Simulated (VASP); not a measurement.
Given:

```
CdSe
1.0
    4.36315     0.00000     0.00000
   -2.18157     3.77860     0.00000
    0.00000     0.00000    14.28382
Cd Se
4 4
Direct
  0.00000   0.00000   0.00000
  0.00000   0.00000   0.50000
  0.66667   0.33333   0.75018
  0.33333   0.66667   0.25018
  0.00000   0.00000   0.81216
  0.00000   0.00000   0.31216
  0.66667   0.33333   0.56329
  0.33333   0.66667   0.06329
```

The numbers are results of PBE GGA, VASP's PBE PAW potentials (set 64) (plane waves; VASP), not measurements. Numerical set-up: 300 eV cut-off, 4×4×1 Γ-centred mesh, Gaussian smearing of 0.14 eV, potentials Cd Se.

Estimate the energy per atom (σ→0).

```yaml
energy per atom (σ→0): -2.730 eV/atom
```

The structure was generated: CdSe was put into an ordered model structure, which need not be its known phase. The cell was not relaxed at this level. The k-mesh is coarse (spacing up to 0.44 per Å, 2π included), so the numbers may not be converged in it.
